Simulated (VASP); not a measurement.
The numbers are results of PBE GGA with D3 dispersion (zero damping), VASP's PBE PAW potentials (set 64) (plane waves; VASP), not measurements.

VASP input:

**INCAR**
```
SYSTEM  =  ZrS2
PREC  =  Accurate; ENCUT  =  520; LREAL  =  F
LASPH  =  T
EDIFF  =  1E-7; NELM  =  100; ALGO  =  Normal
LMAXMIX  =  4
ISMEAR  =  0; SIGMA  =  0.05
GGA  =  PE; IVDW  =  11
IBRION  =  2; NSW  =  30; ISIF  =  4
EDIFFG  =  -0.01
LWAVE  =  F; LCHARG  =  F
```

File POSCAR:
```
ZrS2
1
    1.8510056380    -3.2060358326     0.0000000000
    1.8510056380     3.2060358326     0.0000000000
    0.0000000000     0.0000000000     5.8798265312
Zr S
1 2
Direct
  0.0000000000   1.0000000000   0.0000000000
  0.3333330000   0.6666670000   0.2492401381
  0.6666670000   0.3333330000   0.7507598619
```

File KPOINTS:
```
Automatic mesh
0
Gamma
7 7 4
0 0 0
```

POTCAR, in this order: Zr_sv S (PBE.64 set). Program: vasp_std.

### Question
Predict the energy per atom (σ→0), dispersion energy.

### Answer

energy per atom (σ→0): -7.345 eV/atom
dispersion energy: -0.620 eV

**OSZICAR**
```
...
DAV:   2    -0.214158526674E+02    0.94173E-03   -0.37378E-03  1056   0.406E-01    0.103E-01
DAV:   3    -0.214157135518E+02    0.13912E-03   -0.34004E-04  1184   0.125E-01    0.418E-02
DAV:   4    -0.214156794624E+02    0.34089E-04   -0.86470E-05  1272   0.680E-02    0.151E-02
DAV:   5    -0.214156782976E+02    0.11649E-05   -0.11091E-05  1168   0.215E-02    0.655E-03
DAV:   6    -0.214156786461E+02   -0.34856E-06   -0.13304E-06  1168   0.745E-03    0.290E-03
DAV:   7    -0.214156787703E+02   -0.12413E-06   -0.32948E-07   952   0.382E-03    0.112E-03
DAV:   8    -0.214156787830E+02   -0.12783E-07   -0.25792E-08   504   0.125E-03
   6 F= -.22035891E+02 E0= -.22035891E+02  d E =-.147516E-02
```

The compound is ZrS2 in the 1T layered structure. This cell is one point of a volume scan, at 1.03 of the reference volume. Symmetry was kept, so distortions that lower it aren't found.
